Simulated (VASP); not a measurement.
An input for Ansatz (written as the equivalent of a VASP run, and not itself run):

Ansatz 0.2 input:
```yaml
crystal:
  lattice:
    - [0.0000000, 2.8290000, 2.8290000]
    - [2.8290000, 0.0000000, 2.8290000]
    - [2.8290000, 2.8290000, 0.0000000]
  atoms:
    - { symbol: Ge, position: [0.5000000, 0.5000000, 0.5000000] }
    - { symbol: Ge, position: [0.7500000, 0.7500000, 0.7500000] }
kpoints:
  mp_grid: { grid: [7, 7, 7] }
hamiltonian:
  xc: pbe
  pseudopotentials: { kind: paw }
scf:
  occupations: { method: gaussian, width: 0.05 }
  max_iter: 100
relax:
  max_steps: 60
  f_tol: 0.01
  cell: {}
output: { forces: true, stress: true, eigenvalues: true }
```

Translate this input to VASP (INCAR, KPOINTS, POSCAR, choice of POTCAR).

This is not unique; one that fits is 
INCAR:
```
SYSTEM  =  Ge
PREC  =  Accurate; ENCUT  =  480; LREAL  =  .False.
LASPH  =  .True.
EDIFF  =  1E-6; NELM  =  100; ALGO  =  Normal
LMAXMIX  =  4
ISMEAR  =  0; SIGMA  =  0.05
GGA  =  PE
IBRION  =  2; NSW  =  60; ISIF  =  3
EDIFFG  =  -0.01
LWAVE  =  .False.; LCHARG  =  .False.
```

POSCAR:
```
Ge
1.0
  0.0000000000   2.8290000000   2.8290000000
  2.8290000000   0.0000000000   2.8290000000
  2.8290000000   2.8290000000   0.0000000000
Ge
2
Cartesian
  2.8290000000   2.8290000000   2.8290000000
  4.2435000000   4.2435000000   4.2435000000
```

KPOINTS:
```
Automatic mesh
0
G
7 7 7
0 0 0
```

POTCAR, in this order: Ge_d (PBE.64 set). Program: vasp_std.

The two are equivalent in intent, not identical: each code has its own PAW files, so the cut-off isn't converted (ENCUT is set for VASP's; basis.ecutwfc is left out, and Ansatz then takes the one that its files recommend); Ansatz stops its SCF on the density residual and VASP on the energy change (EDIFF).

The compound is Ge in the diamond structure. This run relaxes it. Symmetry was kept, so distortions that lower it aren't found.
